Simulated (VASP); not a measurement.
Method: RPBE GGA, VASP's PBE PAW potentials (set 64) (plane waves; VASP).

VASP ran on this input.

File KPOINTS:
```
Automatic mesh
0
Gamma
9 9 9
0 0 0
```

### INCAR
```
# general
SYSTEM =YN
PREC   =Accurate
ENCUT  =520
LREAL  =.FALSE.   # projection in real space or not
LASPH  =.TRUE.   # aspherical one-centre terms

# electronic loop
EDIFF  =1E-7   # SCF stop (eV)
NELM   =100   # most electronic steps
ALGO   =Normal   # blocked Davidson
LMAXMIX=4   # l cut-off of mixed one-centre charges

# smearing
ISMEAR =0
SIGMA  =0.05   # width (eV)

# functional
GGA    =RP   # RPBE

# ions
ISIF   =2

# output
LWAVE  =.FALSE.
LCHARG =.FALSE.
```

POSCAR:
```
YN
1
    0.0000000000     2.4443348173     2.4443348173
    2.4443348173     0.0000000000     2.4443348173
    2.4443348173     2.4443348173     0.0000000000
Y N
1 1
Direct
  0.0000000000   0.0000000000   0.0000000000
  0.5000000000   0.5000000000   0.5000000000
```

POTCAR, in this order: Y_sv N (PBE.64 set). Program: vasp_std.

**Question.** Estimate the energy per atom (σ→0), pressure.

**Answer.** 
- energy per atom (σ→0): -8.690 eV/atom
- pressure: 4.83 GPa

File OSZICAR:
```
...
DAV:  10    -0.173800661413E+02   -0.20438E-03   -0.72352E-04  1020   0.284E-01    0.600E-01
DAV:  11    -0.173803608791E+02   -0.29474E-03   -0.84224E-04   952   0.335E-01    0.962E-02
DAV:  12    -0.173803584326E+02    0.24465E-05   -0.89127E-05  1016   0.864E-02    0.125E-01
DAV:  13    -0.173803573281E+02    0.11045E-05   -0.43914E-06  1108   0.204E-02    0.315E-02
DAV:  14    -0.173803568199E+02    0.50817E-06   -0.65774E-07  1032   0.828E-03    0.135E-02
DAV:  15    -0.173803562226E+02    0.59735E-06   -0.30401E-07   952   0.618E-03    0.214E-03
DAV:  16    -0.173803562260E+02   -0.34538E-08   -0.62598E-09   440   0.877E-04
   1 F= -.17380356E+02 E0= -.17380356E+02  d E =-.527636E-07
```

The compound is YN in the rock salt structure. This cell is one point of a volume scan, at 0.97 of the reference volume.
